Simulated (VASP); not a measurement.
A VASP calculation is set up with these files.

### INCAR
```
SYSTEM = P
PREC = Accurate; ENCUT = 480; LREAL = .FALSE.
LASPH = .TRUE.
EDIFF = 1E-7; NELM = 100; ALGO = Normal
ISMEAR = 1; SIGMA = 0.1
GGA = PS
ISIF = 2
LWAVE = .FALSE.; LCHARG = .FALSE.
```

### POSCAR
```
P
1
    1.6603021143    -5.1290284099     0.0000000000
    1.6603021143     5.1290284099     0.0000000000
    0.0000000000     0.0000000000     4.1861541251
P
4
Direct
  0.1055694567   0.8944305433   0.9273761982
  0.3944305433   0.6055694567   0.4273761982
  0.6055694567   0.3944305433   0.5726238018
  0.8944305433   0.1055694567   0.0726238018
```

KPOINTS:
```
Automatic mesh
0
Gamma
10 10 8
0 0 0
```

POTCAR, in this order: P (PBE.64 set). Program: vasp_std.

Task: Translate this PBEsol calculation to Quantum ESPRESSO's pw.x.

Result: One equivalent input (not run):
```
&CONTROL
  calculation = 'scf'
  pseudo_dir = './pseudo'
  outdir = './out'
  tprnfor = .true.
  tstress = .true.
/
&SYSTEM
  ibrav = 0
  nat = 4
  ntyp = 1
  ecutwfc = 44
  occupations = 'smearing'
  smearing = 'methfessel-paxton'
  degauss = 0.00735
  input_dft = 'pbesol'
/
&ELECTRONS
  conv_thr = 7.3e-09
  electron_maxstep = 100
/
ATOMIC_SPECIES
  P 30.974 P.upf
CELL_PARAMETERS angstrom
     1.6603021   -5.1290284    0.0000000
     1.6603021    5.1290284    0.0000000
     0.0000000    0.0000000    4.1861541
ATOMIC_POSITIONS crystal
  P    0.1055695  0.8944305  0.9273762
  P    0.3944305  0.6055695  0.4273762
  P    0.6055695  0.3944305  0.5726238
  P    0.8944305  0.1055695  0.0726238
K_POINTS automatic
  10 10 8 0 0 0
```
Limits of the translation: the potentials are each code's own (VASP's PAW set, PseudoDojo norm-conserving files in pw.x), so ENCUT and ecutwfc are chosen apart and not converted; conv_thr bounds pw.x's estimated SCF error, while EDIFF bounds the energy change between steps.

The compound is P in the black structure. It was relaxed first, which changed the volume by -6 %.
